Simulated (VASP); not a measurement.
## Ba3Y: equation of state with PBE

Ba3Y:

```
Ba Y
1.0
    -2.95599    2.95599    5.93380
     2.95599   -2.95599    5.93380
     2.95599    2.95599   -5.93380
Ba Y
3 1
Direct
  0.50000 0.50000 0.00000
  0.25000 0.75000 0.50000
  0.75000 0.25000 0.50000
  0.00000 0.00000 0.00000
```

The cell comes from a database or a generator and needn't be the stable form of this composition.

```json
{
 "Program": "VASP 6.6.1",
 "Task": "equation of state",
 "Functional": "PBE",
 "Potentials or basis": "VASP PAW PBE potentials, release 64 (Ba_sv, Y_sv)",
 "Cutoff": "520 eV",
 "k mesh": "7 × 7 × 7",
 "Occupations": "fermi-dirac, width 0.05 eV",
 "Spin": "no spin polarisation"
}
```

```yaml
Equilibrium_volume: 51.86 Å³/atom
Bulk_modulus_at_fixed_shape_and_positions: 12.1 GPa
Pressure_derivative_of_the_bulk_modulus: 3.2
```

Energy against volume, from the lowest point:
| volume (Å³/atom) | energy (meV/atom) |
| --- | --- |
| 48.738 | 7.71 |
| 49.775 | 3.34 |
| 50.812 | 0.82 |
| 51.849 | 0.00 |
| 52.886 | 0.75 |
| 53.923 | 2.94 |
| 54.960 | 6.46 |

All runs of the series together: 24 min on 1 thread of Intel(R) Xeon(R) 6975P-C (Granite Rapids), with other jobs on the host.

Caveat: the cell was scaled at fixed shape and fractional positions, which overstates the stiffness of a crystal with free parameters, most of all of layers and chains. The run has no spin-orbit coupling, so splittings on Ba are missing.
